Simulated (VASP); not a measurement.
# BBr2 (R-3m) in VASP: notebook

One crystal, BBr2, is run at these levels: PBE, LDA; tasks: relaxation of cell and atoms, relaxation of the atoms.

Everything below comes from runs of VASP 6.6.1. Logs are shortened: lines on timing, memory, paths and dates and some standing lists are left out, and cuts for length are marked.

## 1. The crystal as given

Symmetry: R-3m, No. 166, trigonal system. Conventional cell: a = 6.371 Å, b = 6.371 Å, c = 6.779 Å, α = 90.00°, β = 90.00°, γ = 120.00°. B (site symmetry -3m) is surrounded by 2 Br at 1.90 Å. Around Br (site symmetry 3m) lie 1 B at 1.90 Å.

The cell was built by a generator and needn't be a form met in nature.

## 2. Relaxation of cell and atoms, PBE

INCAR

```
SYSTEM = BBr2
PREC     = Accurate       ! precision mode
ENCUT    = 600            ! plane-wave cutoff, eV
EDIFF    = 1E-7           ! SCF threshold, eV
ISMEAR   = 0              ! smearing method
SIGMA    = 0.05           ! smearing width, eV
LREAL    = .FALSE.        ! projectors in reciprocal space
LASPH    = .TRUE.         ! aspherical terms in the spheres
NELM     = 100            ! most SCF steps
ALGO     = Normal         ! electronic algorithm
ISIF     = 3              ! what is computed and relaxed
LWAVE    = .FALSE.        ! write WAVECAR
LCHARG   = .FALSE.        ! write CHGCAR
GGA      = PE             ! functional
IBRION   = 2              ! ionic algorithm
NSW      = 60             ! ionic steps
EDIFFG   = -0.01          ! ionic threshold
```

KPOINTS

```
Automatic mesh
0
G
  6 6 6
  0 0 0
```

POSCAR

```
BBr2
1.0
    3.1854460400      1.8391181300      2.2596390700
   -3.1854460400      1.8391181300      2.2596390700
    0.0000000000     -3.6782362600      2.2596390700
B Br
1 2
Direct
    0.0000000000      0.0000000000      0.0000000000
    0.7202413000      0.7202413000      0.7202413000
    0.2797587000      0.2797587000      0.2797587000
```

Potentials or basis: VASP PAW PBE potentials, release 64 (B, Br).

On the command line:

```
cat potpaw_PBE.64/B/POTCAR potpaw_PBE.64/Br/POTCAR > POTCAR
mpirun -np 1 vasp_std > vasp.out
```

OUTCAR:

```text
SYSTEM = BBr2
   PREC = Accurate
   ENCUT = 600
   EDIFF = 1E-7
   ISMEAR = 0
   LREAL = .FALSE.
   LASPH = .TRUE.
   NELM = 100
   ISIF = 3
   GGA = PE
   IBRION = 2
   NSW = 60
   EDIFFG = -0.01

 ion  position               nearest neighbor table
   1  0.000  0.000  0.000-   2 1.90   3 1.90
   2  0.720  0.720  0.720-   1 1.90
   3  0.280  0.280  0.280-   1 1.90

  LATTYP: Found a trigonal (rhomboedric) cell.
 ALAT       =     4.3168727913
 COS(alpha) =    -0.0890103287

  Lattice vectors:

 A1 = (   3.1854460400,   1.8391181300,   2.2596390700)
 A2 = (  -3.1854460400,   1.8391181300,   2.2596390700)
 A3 = (   0.0000000000,  -3.6782362600,   2.2596390700)

Analysis of symmetry for initial positions (statically):
=====================================================================
 Subroutine PRICEL returns:
 Original cell was already a primitive cell.

 Routine SETGRP: Setting up the symmetry group for a
 trigonal (rhombohedral) supercell.

 Subroutine GETGRP returns: Found 12 space group operations
 (whereof 12 operations were pure point group operations)
 out of a pool of 12 trial point group operations.

The static configuration has the point symmetry D_3d.

Analysis of symmetry for dynamics (positions and initial velocities):
=====================================================================
 Subroutine PRICEL returns:
 Original cell was already a primitive cell.

 Routine SETGRP: Setting up the symmetry group for a
 trigonal (rhombohedral) supercell.

 Subroutine GETGRP returns: Found 12 space group operations
 (whereof 12 operations were pure point group operations)
 out of a pool of 12 trial point group operations.

The dynamic configuration has the point symmetry D_3d.

 Subroutine INISYM returns: Found 12 space group operations
 (whereof 12 operations are pure point group operations),
 and found     1 'primitive' translations

----------------------------------------------------------------------------------------

                                     Primitive cell

  volume of cell :      79.4274

  direct lattice vectors                    reciprocal lattice vectors
     3.185446040  1.839118130  2.259639070     0.156963889  0.090623144  0.147516184
    -3.185446040  1.839118130  2.259639070    -0.156963889  0.090623144  0.147516184
     0.000000000 -3.678236260  2.259639070     0.000000000 -0.181246287  0.147516184

  length of vectors
     4.316872791  4.316872791  4.316872793     0.233690482  0.233690482  0.233690482

  position of ions in fractional coordinates (direct lattice)
     0.000000000  0.000000000  0.000000000
     0.720241300  0.720241300  0.720241300
     0.279758700  0.279758700  0.279758700

  ion indices of the primitive-cell ions
   primitive index   ion index
                 1           1
                 2           2
                 3           3

----------------------------------------------------------------------------------------

 KPOINTS: Automatic mesh

Automatic generation of k-mesh.
 Grid dimensions read from file:
 generate k-points for:    6    6    6

 Generating k-lattice:

  Cartesian coordinates                     Fractional coordinates (reciprocal lattice)
     0.026160648  0.015103857  0.024586031     0.166666667  0.000000000  0.000000000
    -0.026160648  0.015103857  0.024586031     0.000000000  0.166666667  0.000000000
     0.000000000 -0.030207715  0.024586031     0.000000000  0.000000000  0.166666667

  Length of vectors
     0.038948414  0.038948414  0.038948414

  Shift w.r.t. Gamma in fractional coordinates (k-lattice)
     0.000000000  0.000000000  0.000000000

 Subroutine IBZKPT returns following result:
 ===========================================

 Found     32 irreducible k-points:

 Following reciprocal coordinates:
            Coordinates               Weight
  0.000000  0.000000  0.000000      1.000000
  0.166667 -0.000000 -0.000000      6.000000
  0.333333 -0.000000 -0.000000      6.000000
  0.500000  0.000000 -0.000000      3.000000
  0.166667  0.166667 -0.000000      6.000000
  0.333333  0.166667  0.000000     12.000000
[... 16 lines left out ...]
  0.500000  0.500000  0.166667      6.000000
 -0.333333  0.500000  0.166667     12.000000
 [... further k-points ...]
   k-points           NKPTS =     32   k-points in BZ     NKDIM =     32   number of bands    NBANDS=     12
   number of dos      NEDOS =    301   number of ions     NIONS =      3
   total plane-waves  NPLWV =  46656
   dimension x,y,z NGX =    36 NGY =   36 NGZ =   36
   dimension x,y,z NGXF=    72 NGYF=   72 NGZF=   72
   ions per type =               1   2
   NGX,Y,Z   is equivalent  to a cutoff of  13.86, 13.86, 13.86 a.u.
   NGXF,Y,Z  is equivalent  to a cutoff of  27.73, 27.73, 27.73 a.u.
 SYSTEM =  BBr2
   PREC   = accura    normal or accurate (medium, high low for compatibility)
   ISTART =      0    job   : 0-new  1-cont  2-samecut
   ICHARG =      2    charge: 1-file 2-atom 10-const
   ISPIN  =      1    spin polarized calculation?
   LNONCOLLINEAR =      F non collinear calculations
   LSORBIT =      F    spin-orbit coupling
   LASPH  =      T    aspherical Exc in radial PAW
   ENCUT  =  600.0 eV  44.10 Ry    6.64 a.u.   8.62  8.62  8.62*2*pi/ulx,y,z
   NELM   =    100;   NELMIN=  2; NELMDL= -5     # of ELM steps
   EDIFF  = 0.1E-06   stopping-criterion for ELM
   LREAL  =      F    real-space projection
   EDIFFG = -.1E-01   stopping-criterion for IOM
   NSW    =     60    number of steps for IOM
   IBRION =      2    ionic relax: 0-MD 1-quasi-New 2-CG
   NFREE  =      1    steps in history (QN), initial steepest desc. (CG)
   ISIF   =      3    stress and relaxation
   ISYM   =      2    0-nonsym 1-usesym 2-fastsym
   POTIM  = 0.5000    time-step for ionic-motion
   TEBEG  =    0.0;   TEEND  =   0.0 temperature during run
   PSTRESS=    0.0 pullay stress
   NELECT =      17.0000    total number of electrons
   NUPDOWN=      -1.0000    fix difference up-down
   EMIN   =  10.00;   EMAX   =-10.00  energy-range for DOS
   EFERMI =   0.00;   METHOD = LEGACY
   ISMEAR =     0;   SIGMA  =   0.05  broadening in eV -4-tet -1-fermi 0-gaus
   EFERMI_NEDOS =   21; number of points for ismear=-14 and -15
   IALGO  =     38    algorithm
   IMIX   =      4    mixing-type and parameters
     AMIX     =   0.40;   BMIX     =  1.00
     AMIX_MAG =   1.60;   BMIX_MAG =  1.00
  volume/ion in A,a.u.               =      26.48       178.67
  Fermi-wavevector in a.u.,A,eV,Ry     =   0.979267  1.850546 13.047492  0.958964
  Thomas-Fermi vector in A             =   2.110107
   LORBIT       =      0    0 simple, 1 ext, 2 COOP (PROOUT), +10 PAW based schemes
   GGA     = PE    functional components
   LHFCALC =     F    Hartree Fock is set to
   AEXX    =    0.0000 exact exchange contribution
   IVDW    =     0    specifies the selected vdW correction
   LEPSILON=     F    determine dielectric tensor
   LRPA    =     F    only Hartree local field effects (RPA)
 conjugate gradient relaxation of ions
 non-spin polarized calculation
 Gauss-broadening in eV      SIGMA  =   0.05
  energy-cutoff  :      600.00
  volume of cell :       79.43
 maximum number of plane-waves:      2680
 NGX is ok and might be reduce to    36
   NGX = 17   NGY = 17   NGZ = 17

--------------------------------------- Ionic step        1  -------------------------------------------

 number of electron      16.9999998 magnetization

 Free energy of the ion-electron system (eV)
  ---------------------------------------------------
  ext. energy  EPLUGINS =         0.00000000
  ---------------------------------------------------
  free energy    TOTEN  =        -7.88529713 eV

  energy without entropy =       -7.87873596  energy(sigma->0) =       -7.88201654

------------------------ aborting loop because EDIFF is reached ----------------------------------------

  FORCE on cell =-STRESS in cart. coord.  units (eV):
  Direction    XX          YY          ZZ          XY          YZ          ZX
  --------------------------------------------------------------------------------------
  -------------------------------------------------------------------------------------
  Total        0.1394750      0.1394750     -2.2936978      0.0000000     -0.0000000     -0.0000000
  in kB        2.8134340      2.8134340    -46.2675584      0.0000000     -0.0000000     -0.0000000
  external PRESSURE =     -13.5468968 kB  Pullay stress =       0.0000000 kB
[... 92 lines left out ...]
  FREE ENERGIE OF THE ION-ELECTRON SYSTEM (eV)
  ---------------------------------------------------
  free  energy   TOTEN  =        -7.9932030567 eV

  energy  without entropy=       -7.9898727649  energy(sigma->0) =       -7.99153791

[... ionic steps 4 to 23 ...]

--------------------------------------- Ionic step       24  -------------------------------------------

 number of electron      16.9999999 magnetization

------------------------ aborting loop because EDIFF is reached ----------------------------------------
[... 69 lines left out ...]
--------------------------------------- Ionic step       26  -------------------------------------------

 number of electron      16.9999999 magnetization

 Free energy of the ion-electron system (eV)
  ---------------------------------------------------
  ext. energy  EPLUGINS =         0.00000000
  ---------------------------------------------------
  free energy    TOTEN  =        -8.22337664 eV

  energy without entropy =       -8.21912062  energy(sigma->0) =       -8.22124863

 E-fermi :   2.5604     XC(G=0):  -7.5989

 val. band max:        2.5439764193   @ k =   0.5000   0.3333   0.0000
 cond. band min:       2.5808410803   @ k =   0.1667   0.1667   0.1667
 fundamental gap:      0.0368646610
 Fermi energy:         2.5604014897

 k-point     1 :       0.0000    0.0000    0.0000
  band No.  band energies     occupation
      1     -15.9208      2.00000
      2     -15.2054      2.00000
      3      -6.3059      2.00000
      4      -4.7662      2.00000
      5      -2.9402      2.00000
      6      -2.9402      2.00000
      7      -2.1919      2.00000
      8      -2.1919      2.00000
      9       2.3201      2.00000
     10       2.3201      2.00000
     11       2.6074      0.18350
     12       7.0883      0.00000
[... 331 lines left out ...]
 k-point    24 :      -0.3333    0.5000    0.1667
  band No.  band energies     occupation
      1     -15.5663      2.00000
      2     -15.4209      2.00000
      3      -6.6920      2.00000
      4      -5.0372      2.00000
      5      -4.1011      2.00000
      6      -3.2663      2.00000
      7      -2.1910      2.00000
      8      -1.7701      2.00000
      9       2.8977      0.00000
     10       3.9683      0.00000
     11       4.2864      0.00000
     12       6.7296      0.00000

 [... further k-points ...]

------------------------ aborting loop because EDIFF is reached ----------------------------------------

  FORCE on cell =-STRESS in cart. coord.  units (eV):
  Direction    XX          YY          ZZ          XY          YZ          ZX
  --------------------------------------------------------------------------------------
  -------------------------------------------------------------------------------------
  Total       -0.0008752     -0.0008752     -0.0002212      0.0000000     -0.0000000      0.0000000
  in kB       -0.0157165     -0.0157165     -0.0039721      0.0000000     -0.0000000      0.0000000
  external PRESSURE =      -0.0118017 kB  Pullay stress =       0.0000000 kB
[... 18 lines left out ...]
  FREE ENERGIE OF THE ION-ELECTRON SYSTEM (eV)
  ---------------------------------------------------
  free  energy   TOTEN  =        -8.2233766385 eV

  energy  without entropy=       -8.2191206223  energy(sigma->0) =       -8.22124863

 reached required accuracy - stopping structural energy minimisation
```

It took 9.1 min on 1 thread of Intel Xeon Platinum 8259CL at 2.50GHz (Skylake/Cascade Lake), shared host; peak memory 0.23 GiB.

Results:

```yaml
Free_energy: -8.2234 eV
Relaxed_volume: 29.74 Å³/atom
Relaxed_cell: a = 4.474 Å, b = 4.474 Å, c = 4.474 Å, α = 87.14°, β = 87.14°, γ = 87.14°
Space_group_after_relaxing_to_0.05_Å: R-3m (No. 166)
Energy_gained_by_relaxing: 112.7 meV/atom
Ionic_steps: 26
Pressure_after_relaxing: 0.0 GPa
Band_gap_on_the_k_mesh: none (metal or under the smearing width)
```

Step by step:
```tsv
step	energy change (eV)	largest force (eV/Å)	pressure (GPa)	volume (Å³)
1	0.0000	1.6040	-1.35	79.43
2	0.0309	1.6329	6.50	76.84
3	-0.1079	0.4761	1.52	78.09
4	-0.1748	0.1910	1.16	79.98
5	-0.2442	0.2950	1.13	83.81
6	-0.2351	1.3880	2.58	91.59
7	-0.2630	1.0939	1.92	92.65
8	-0.3098	0.3220	0.25	95.83
9	-0.3155	0.0032	-0.44	97.36
10	-0.3155	0.0278	-0.49	97.48
11	-0.3161	0.0274	-0.49	97.37
12	-0.3179	0.0262	-0.48	97.02
13	-0.3212	0.0238	-0.45	96.33
14	-0.3271	0.0201	-0.39	94.96
15	-0.3354	0.0107	-0.23	92.23
16	-0.3325	0.0224	0.28	86.86
17	-0.3378	0.0004	-0.07	90.22
18	-0.3378	0.0019	-0.05	89.95
19	-0.3378	0.0027	-0.04	89.81
20	-0.3378	0.0604	0.09	89.67
21	-0.3378	0.0213	0.01	89.76
22	-0.3379	0.0202	0.01	89.71
23	-0.3380	0.0171	0.01	89.54
24	-0.3381	0.0115	0.02	89.21
25	-0.3377	0.0987	-0.22	89.32
26	-0.3381	0.0016	0.00	89.22
```

Final structure:
```
B Br
1.0
     3.08345    1.78023    2.70886
    -3.08345    1.78023    2.70886
     0.00000   -3.56046    2.70886
B Br
1 2
Direct
  0.00000 0.00000 0.00000
  0.77513 0.77513 0.77513
  0.22487 0.22487 0.22487
```

Caveat: an odd number of electrons without spin polarisation forces a metal; a magnetic or distorted state may lie lower.

(Continued in part 2 of 2.)
